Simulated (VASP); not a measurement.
Given:

```yaml
crystal:
  lattice:
    - [0.00000, 3.01584, 3.01584]
    - [3.01584, 0.00000, 3.01584]
    - [3.01584, 3.01584, 0.00000]
  atoms:
    - { symbol: Pb, position: [0.00000, 0.00000, 0.00000] }
    - { symbol: Se, position: [0.50000, 0.50000, 0.50000] }
```

All values below come from optB86b-vdW, VASP's PBE PAW potentials (set 64) (plane waves; VASP). Run with 520 eV cut-off, 8×8×8 Γ-centred mesh, Gaussian smearing of 0.050 eV, potentials Pb_d Se.

**Question.** Give the stress tensor in GPa (positive for a compressed cell).

**Answer.** 
```
3.69  0.00  0.00
0.00  3.69  0.00
0.00  0.00  3.69
```
The pressure is its mean diagonal, 3.69 GPa.

The compound is PbSe in the rock salt structure. This cell is one point of a volume scan, at 0.94 of the reference volume.
